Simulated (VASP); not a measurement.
Input:

```
As
1.0
    6.88067    -1.82534     1.02080
    6.88067     1.82534     1.02080
    5.94825     0.00000     4.04176
As
2
Direct
  0.20046   0.20046   0.20046
  0.79954   0.79954   0.79954
```

Calculation: RPBE GGA, VASP's PBE PAW potentials (set 64) (plane waves; VASP). Numerical set-up: 520 eV cut-off, 9×9×9 Γ-centred mesh, tetrahedra with Blöchl corrections, potentials As.

### Question
Estimate the energy per atom (σ→0).

### Answer

```json
{
  "energy per atom (σ→0)": "-423.6 kJ/mol-atom"
}
```

Only differences to runs with the same potentials and settings are physical.

The compound is As in the a7 structure. It was relaxed first, which changed the volume by +84 %.
